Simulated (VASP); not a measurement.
Level of theory: PBEsol GGA + U (Dudarev), VASP's PBE PAW potentials (set 64) (plane waves; VASP 6.6.1).

A VASP calculation is set up with these files.

KPOINTS:
```
Regular mesh
0
Gamma
15 15 8
0 0 0
```

File POSCAR:
```
Ti2O
4.822340
  0.6125822733   0.0000000000   0.0000000000
 -0.3062911367   0.5305117433   0.0000000000
  0.0000000000   0.0000000000   1.0000000000
Ti O
2 1
Cartesian
 -0.0000003063   0.3536746723   0.7300500000
  0.3062914430   0.1768370709   0.2699500000
  0.0000000000   0.0000000000   0.0000000000
```

### INCAR
```
# general
SYSTEM  =Ti2O
PREC    =Accurate
ENCUT   =400
LREAL   =.FALSE.   # projection in real space or not
LASPH   =.TRUE.   # aspherical one-centre terms

# electronic loop
EDIFF   =1E-6   # SCF stop (eV)
NELM    =100   # most electronic steps
ALGO    =Normal
LMAXMIX =4   # l cut-off of mixed one-centre charges

# smearing
ISMEAR  =-1
SIGMA   =0.05   # width (eV)

# functional
GGA     =PS

# DFT+U
LDAU    =.TRUE.
LDAUTYPE=2
LDAUL   =2 -1
LDAUU   =3.0 0
LDAUJ   =0 0

# ions
ISIF    =2   # forces and stress, cell fixed

# output
LWAVE   =.FALSE.
LCHARG  =.FALSE.
```

POTCAR, in this order: Ti_sv O (PBE.64 set). Program: vasp_std.

The run wrote:

### OSZICAR
```
       N       E                     dE             d eps       ncg     rms          rms(c)
DAV:   1     0.311103615188E+03    0.31110E+03   -0.13624E+04  7320   0.167E+03
DAV:   2     0.157019741559E+02   -0.29540E+03   -0.28790E+03  7416   0.485E+02
DAV:   3    -0.252576164846E+02   -0.40960E+02   -0.40204E+02 12305   0.156E+02
DAV:   4    -0.279108957275E+02   -0.26533E+01   -0.26378E+01  9395   0.378E+01
DAV:   5    -0.280468122600E+02   -0.13592E+00   -0.13541E+00 11391   0.714E+00    0.175E+01
DAV:   6    -0.232445834465E+02    0.48022E+01   -0.26353E+01  9455   0.552E+01    0.569E+00
DAV:   7    -0.230325390459E+02    0.21204E+00   -0.23648E+00 10432   0.121E+01    0.288E+00
DAV:   8    -0.230159157979E+02    0.16623E-01   -0.18033E-01 11262   0.405E+00    0.123E+00
DAV:   9    -0.230178741822E+02   -0.19584E-02   -0.47889E-02 11164   0.240E+00    0.358E-01
DAV:  10    -0.230181280186E+02   -0.25384E-03   -0.13069E-02  9781   0.103E+00    0.741E-02
DAV:  11    -0.230181914068E+02   -0.63388E-04   -0.12566E-03 11692   0.431E-01    0.486E-02
DAV:  12    -0.230181454336E+02    0.45973E-04   -0.33305E-04  9818   0.176E-01    0.107E-02
DAV:  13    -0.230181456023E+02   -0.16863E-06   -0.12701E-05 11957   0.470E-02    0.373E-03
DAV:  14    -0.230181448369E+02    0.76540E-06   -0.81307E-07  5571   0.119E-02
   1 F= -.23018145E+02 E0= -.23013719E+02  d E =-.885233E-02
```

### OUTCAR
```
------------------------ aborting loop because EDIFF is reached ----------------------------------------
  FORCE on cell =-STRESS in cart. coord.  units (eV):
  Direction    XX          YY          ZZ          XY          YZ          ZX
  --------------------------------------------------------------------------------------
  Total       -0.0712627     -0.0712627     -0.2750087      0.0000000      0.0000000      0.0000000
  in kB       -3.1328537     -3.1328529    -12.0899376      0.0000000      0.0000000      0.0000000
  external PRESSURE =      -6.1185481 kB  Pullay stress =       0.0000000 kB
  volume of cell :       36.44
      direct lattice vectors                 reciprocal lattice vectors
     2.954080000  0.000000000  0.000000000     0.338514868  0.195441675  0.000000000
    -1.477040000  2.558308000  0.000000000     0.000000000  0.390883349  0.000000000
     0.000000000  0.000000000  4.822340000     0.000000000  0.000000000  0.207368207
 POSITION                                       TOTAL-FORCE (eV/Angst)
 -----------------------------------------------------------------------------------
     -0.00000      1.70554      3.52055         0.000000     -0.000000      0.246061
      1.47704      0.85277      1.30179        -0.000000      0.000000     -0.246061
      0.00000      0.00000      0.00000         0.000000      0.000000      0.000000
 -----------------------------------------------------------------------------------
    total drift:                               -0.000000      0.000000      0.000000
  FREE ENERGIE OF THE ION-ELECTRON SYSTEM (eV)
  ---------------------------------------------------
  free  energy   TOTEN  =       -23.0181448369 eV

  energy  without entropy=      -23.0092925021  energy(sigma->0) =      -23.01371867
```
(Selected blocks of OUTCAR.)

At this cut-off the stress carries a Pulay error, which pulls relaxed volumes low.

The structure comes from a computed database's Ti2O entry (P-3m1); how it stands against other phases isn't given here. The cell was not relaxed at this level. The run is one of a series of settings (LDAU = .TRUE., LDAUJ = 0 0, LDAUL = 2 -1, LDAUTYPE = 2, LDAUU = 3.0 0 against the base run), some of them coarse on purpose. A gapless solution with U can be a metastable orbital state.
